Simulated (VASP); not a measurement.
Here is the system:

```
WSi2
1.0
   -1.61452     1.61452     3.93445
    1.61452    -1.61452     3.93445
    1.61452     1.61452    -3.93445
Si W
2 1
Direct
  0.66559   0.66559   0.00000
  0.33441   0.33441   0.00000
  0.00000   0.00000   0.00000
```

Calculation: PBE GGA, VASP's PBE PAW potentials (set 64) (plane waves; VASP 6.6.1). Settings: 480 eV cut-off, 12×12×12 Γ-centred mesh, first-order Methfessel-Paxton smearing of 0.10 eV, potentials Si W_sv.

Unless said otherwise, spin-orbit coupling is left out, though it shifts the bands of the heavy elements here.

Task: Estimate the energy per atom (σ→0), band gap (on the k-mesh) with the smallest direct gap where there is one.

Result: 
| Quantity | Value |
|---|---|
| band gap (on the k-mesh) | none (metal, semimetal or under 0.01 eV) |
| energy per atom (σ→0) | -798.1 kJ/mol-atom |

The compound is WSi2 in the MoSi2 type structure. It was relaxed first.
